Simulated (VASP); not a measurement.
Given:

```
MnP2
1.0
    5.07387     0.00000     0.01628
    0.00000     2.62745     0.00000
   -0.01829     0.00000     5.70856
Mn P
2 4
Cartesian
  0.00000   0.00000   0.00000
  2.52779   1.31373   2.86242
  4.19452   0.00000   2.14257
  0.86106   0.00000   3.58226
  3.39377   1.31373   4.99432
  1.66180   1.31373   0.73052
```

These are PBEsol GGA, VASP's PBE PAW potentials (set 64) (plane waves; VASP) values and carry that method's errors. Run with 400 eV cut-off, 7×13×6 Γ-centred mesh, tetrahedra with Blöchl corrections, potentials Mn_pv P.

The cores are frozen, which limits the accuracy of field gradients.

### Question
Give the principal components of the electric field gradient (V/Å²) and the asymmetry η at each nucleus.

### Answer

```csv
atom,Vxx,Vyy,Vzz,η
Mn1,61.1,6.8,-67.9,0.80
Mn2,61.2,6.9,-68.0,0.80
P3,52.2,25.9,-78.1,0.34
P4,52.2,25.9,-78.1,0.34
P5,52.0,26.3,-78.3,0.33
P6,52.0,26.3,-78.3,0.33
```

The structure comes from a computed database's MnP2 entry (P2/m); how it stands against other phases isn't given here. It was relaxed first, which changed the volume by -6 %. The relaxed cell has space group Pnnm. The run is not spin-polarised, so no magnetic state was tried.
